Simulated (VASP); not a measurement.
Calculation: r2SCAN meta-GGA, VASP's PBE PAW potentials (set 64) (plane waves; VASP).

Input for VASP

KPOINTS:
```
Automatic mesh
0
gamma
1 1 1
0 0 0
```

File POSCAR:
```
Cl atom
1.0
 12.0000000000   0.0000000000   0.0000000000
  0.0000000000  12.5000000000   0.0000000000
  0.0000000000   0.0000000000  13.0000000000
Cl
1
Cartesian
  0.0000000000   0.0000000000   0.0000000000
```

### INCAR
```
# general
SYSTEM =Cl atom
PREC   =Normal
ENCUT  =520
LREAL  =.FALSE.
LASPH  =.TRUE.   # aspherical one-centre terms
ISYM   =0

# electronic loop
EDIFF  =1E-6   # SCF stop (eV)
NELM   =200   # most electronic steps
ALGO   =All
LMIXTAU=.TRUE.

# smearing
ISMEAR =0
SIGMA  =0.01   # width (eV)

# functional
METAGGA=R2SCAN

# spin
ISPIN  =2
MAGMOM =1
NUPDOWN=1

# output
LWAVE  =.FALSE.
LCHARG =.FALSE.
LORBIT =10
```

POTCAR, in this order: Cl (PBE.64 set). Program: vasp_gam. Read from the step before: WAVECAR.

The run wrote:

OUTCAR:
```
 ion  position               nearest neighbor table
   1  0.000  0.000  0.000-
 Subroutine IBZKPT returns following result:
 Found      1 irreducible k-points:

 Following reciprocal coordinates:
            Coordinates               Weight
  0.000000  0.000000  0.000000      1.000000
   k-points           NKPTS =      1   k-points in BZ     NKDIM =      1   number of bands    NBANDS=      8
   number of dos      NEDOS =    301   number of ions     NIONS =      1
   total plane-waves  NPLWV = 392000
   dimension x,y,z NGX =    70 NGY =   70 NGZ =   80
   dimension x,y,z NGXF=   140 NGYF=  140 NGZF=  160
   ions per type =               1
   PREC   = normal    normal or accurate (medium, high low for compatibility)
   ISTART =      1    job   : 0-new  1-cont  2-samecut
   ICHARG =      0    charge: 1-file 2-atom 10-const
   ISPIN  =      2    spin polarized calculation?
   LNONCOLLINEAR =      F non collinear calculations
   LSORBIT =      F    spin-orbit coupling
   INIWAV =      1    electr: 0-lowe 1-rand  2-diag
   ENCUT  =  520.0 eV  38.22 Ry    6.18 a.u.  22.31 23.24 24.17*2*pi/ulx,y,z
   NELM   =    200;   NELMIN=  2; NELMDL=  0     # of ELM steps
   EDIFF  = 0.1E-05   stopping-criterion for ELM
   LREAL  =      F    real-space projection
   NLSPLINE    = F    spline interpolate recip. space projectors
   LMAXMIX     =    2 max onsite mixed and CHGCAR
   VOSKOWN=      0    Vosko Wilk Nusair interpolation
   EDIFFG = 0.1E-04   stopping-criterion for IOM
   NSW    =      0    number of steps for IOM
   NBLOCK =      1;   KBLOCK =      1    inner block; outer block
   IBRION =     -1    ionic relax: 0-MD 1-quasi-New 2-CG
   NFREE  =      0    steps in history (QN), initial steepest desc. (CG)
   ISIF   =      2    stress and relaxation
   ISYM   =      0    0-nonsym 1-usesym 2-fastsym
   TEIN   =    0.0    initial temperature
   TEBEG  =    0.0;   TEEND  =   0.0 temperature during run
   SMASS  =  -3.00    Nose mass-parameter (am)
   PSTRESS=    0.0 pullay stress
   NELECT =       7.0000    total number of electrons
...
```

**OSZICAR**
```
       N       E                     dE             d eps       ncg     rms           ort
SDA:   1    -0.434891284886E+01   -0.43489E+01    0.00000E+00     8   0.513E-01   0.000E+00
CGA:   2    -0.436213440878E+01   -0.13222E-01   -0.13202E-01     8   0.110E-01   0.476E-03
CGA:   3    -0.436935730379E+01   -0.72229E-02   -0.67036E-02     8   0.273E+00   0.136E-02
CGA:   4    -0.442088172570E+01   -0.51524E-01   -0.51542E-01     8   0.385E+01   0.111E-01
CGA:   5    -0.442232030821E+01   -0.14386E-02   -0.14363E-02     8   0.375E+01   0.374E+00
CGA:   6    -0.442357180092E+01   -0.12515E-02   -0.12503E-02     8   0.356E+01   0.438E+00
CGA:   7    -0.442460771684E+01   -0.10359E-02   -0.10361E-02     8   0.331E+01   0.478E+00
CGA:   8    -0.442547423323E+01   -0.86652E-03   -0.86627E-03     8   0.303E+01   0.496E+00
CGA:   9    -0.442620746947E+01   -0.73324E-03   -0.73183E-03     8   0.274E+01   0.468E+00
CGA:  10    -0.442682895192E+01   -0.62148E-03   -0.61955E-03     8   0.246E+01   0.433E+00
CGA:  11    -0.442735832442E+01   -0.52937E-03   -0.52690E-03     8   0.219E+01   0.372E+00
CGA:  12    -0.442780743871E+01   -0.44911E-03   -0.44635E-03     8   0.194E+01   0.327E+00
CGA:  13    -0.442819030571E+01   -0.38287E-03   -0.38208E-03     8   0.171E+01   0.307E+00
CGA:  14    -0.442853857312E+01   -0.34827E-03   -0.34913E-03     8   0.150E+01   0.260E+00
CGA:  15    -0.442885107012E+01   -0.31250E-03   -0.31104E-03     8   0.131E+01   0.245E+00
CGA:  16    -0.442914596915E+01   -0.29490E-03   -0.29471E-03     8   0.114E+01   0.211E+00
CGA:  17    -0.442942235872E+01   -0.27639E-03   -0.27504E-03     8   0.991E+00   0.218E+00
CGA:  18    -0.442971290902E+01   -0.29055E-03   -0.29082E-03     8   0.853E+00   0.166E+00
CGA:  19    -0.443001430397E+01   -0.30139E-03   -0.30087E-03     8   0.736E+00   0.152E+00
CGA:  20    -0.443039572036E+01   -0.38142E-03   -0.38007E-03     8   0.635E+00   0.154E+00
CGA:  21    -0.443138986715E+01   -0.99415E-03   -0.10007E-02     8   0.549E+00   0.129E+00
SDA:  22    -0.444099877471E+01   -0.96089E-02   -0.11701E-01     8   0.492E+00   0.138E+00
CGA:  23    -0.467340674445E+01   -0.23241E+00   -0.23448E+00     8   0.128E+00  -0.145E-02
CGA:  24    -0.474750716911E+01   -0.74100E-01   -0.75032E-01     8   0.475E-01   0.557E-02
CGA:  25    -0.478057047906E+01   -0.33063E-01   -0.33459E-01     8   0.260E-01  -0.148E-02
CGA:  26    -0.479581665889E+01   -0.15246E-01   -0.15366E-01     8   0.115E-01  -0.276E-03
CGA:  27    -0.480216128577E+01   -0.63446E-02   -0.63757E-02     8   0.443E-02  -0.924E-04
CGA:  28    -0.480454602571E+01   -0.23847E-02   -0.23832E-02     8   0.119E-02   0.167E-04
CGA:  29    -0.480515269990E+01   -0.60667E-03   -0.60399E-03     8   0.328E-03   0.419E-05
CGA:  30    -0.480532735917E+01   -0.17466E-03   -0.17397E-03     8   0.830E-04   0.193E-05
CGA:  31    -0.480537052038E+01   -0.43161E-04   -0.43621E-04     8   0.233E-04   0.206E-05
CGA:  32    -0.480538350638E+01   -0.12986E-04   -0.12978E-04     8   0.719E-05   0.153E-06
CGA:  33    -0.480538776992E+01   -0.42635E-05   -0.37449E-05     8   0.258E-05   0.101E-05
CGA:  34    -0.480539120945E+01   -0.34395E-05   -0.34297E-05     8   0.179E-05   0.127E-06
SDA:  35    -0.480539159600E+01   -0.38655E-06   -0.55533E-06     8   0.894E-06   0.104E-05
CGA:  36    -0.480539254275E+01   -0.94674E-06   -0.10263E-05     8   0.617E-06   0.128E-06
   1 F= -.48053925E+01 E0= -.48053925E+01  d E =-.148956E-11  mag=     1.0000
```

OUTCAR:
```
------------------------ aborting loop because EDIFF is reached ----------------------------------------
  FORCE on cell =-STRESS in cart. coord.  units (eV):
  Direction    XX          YY          ZZ          XY          YZ          ZX
  --------------------------------------------------------------------------------------
  Total       -0.0167704     -0.0130306     -0.0188632     -0.0005909     -0.0010634     -0.0003524
  in kB       -0.0137791     -0.0107063     -0.0154986     -0.0004855     -0.0008737     -0.0002895
  external PRESSURE =      -0.0133280 kB  Pullay stress =       0.0000000 kB
  volume of cell :     1950.00
      direct lattice vectors                 reciprocal lattice vectors
    12.000000000  0.000000000  0.000000000     0.083333333  0.000000000  0.000000000
     0.000000000 12.500000000  0.000000000     0.000000000  0.080000000  0.000000000
     0.000000000  0.000000000 13.000000000     0.000000000  0.000000000  0.076923077
 POSITION                                       TOTAL-FORCE (eV/Angst)
 -----------------------------------------------------------------------------------
      0.00000      0.00000      0.00000        -0.000001     -0.000001      0.000002
 -----------------------------------------------------------------------------------
    total drift:                               -0.000001     -0.000001      0.000002
  FREE ENERGIE OF THE ION-ELECTRON SYSTEM (eV)
  ---------------------------------------------------
  free  energy   TOTEN  =        -4.8053925427 eV

  energy  without entropy=       -4.8053925427  energy(sigma->0) =       -4.80539254

 total charge

# of ion       s       p       d       tot
------------------------------------------
    1        1.624   3.307   0.000   4.932

 magnetization (x)

# of ion       s       p       d       tot
------------------------------------------
    1        0.017   0.702   0.000   0.719
```
(Selected blocks of OUTCAR.)

### OUTCAR
```
 val. band max:       -8.3716847644   @ k =   0.0000   0.0000   0.0000

 cond. band min:      -6.8699783769   @ k =   0.0000   0.0000   0.0000


 Fermi energy:        -8.6690103624

 spin component 1

 k-point     1 :       0.0000    0.0000    0.0000
  band No.  band energies     occupation
      1     -22.1653      1.00000
      2     -10.6071      1.00000
      3      -8.7166      1.00000
      4      -8.7158      1.00000
      5      -0.0127      0.00000
      6       0.8498      0.00000
      7       0.9115      0.00000
      8       0.9989      0.00000

 Fermi energy:        -8.2542066695

 spin component 2

 k-point     1 :       0.0000    0.0000    0.0000
  band No.  band energies     occupation
      1     -20.4436      1.00000
      2      -8.3719      1.00000
      3      -8.3717      1.00000
      4      -6.8700      0.00000
      5       0.0355      0.00000
      6       0.9331      0.00000
      7       0.9471      0.00000
      8       1.0410      0.00000
```

The atom may not be in its lowest state.

The cell is a free atom in a box.
